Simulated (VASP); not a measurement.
Here is the system:

```yaml
crystal:
  lattice:
    - [0.00000, 2.46197, 2.46197]
    - [2.46197, 0.00000, 2.46197]
    - [9.86350, 9.86350, -0.01563]
  atoms:
    - { symbol: Sr, position: [0.02329, 0.02329, 0.98253] }
    - { symbol: Sr, position: [0.00000, 0.00000, 0.25000] }
    - { symbol: Sr, position: [0.97671, 0.97671, 0.51747] }
    - { symbol: O, position: [0.51160, 0.51160, 0.11630] }
    - { symbol: O, position: [0.48840, 0.48840, 0.38370] }
    - { symbol: O, position: [0.46683, 0.46683, 0.64988] }
    - { symbol: O, position: [0.53317, 0.53317, 0.85012] }
    - { symbol: Mg, position: [0.00000, 0.00000, 0.75000] }
```

The numbers are results of PBEsol GGA, VASP's PBE PAW potentials (set 64) (plane waves; VASP), not measurements. Run with 520 eV cut-off, 9×9×3 Γ-centred mesh, tetrahedra with Blöchl corrections, potentials Sr_sv O Mg.

**Question.** Predict the energy per atom (σ→0).

**Answer.** 
```json
{
 "energy per atom (σ→0)": "-6.167 eV/atom"
}
```

The structure was generated: MgSr3O4 was put into an ordered model structure (R-3m), which need not be its known phase. It was relaxed first.
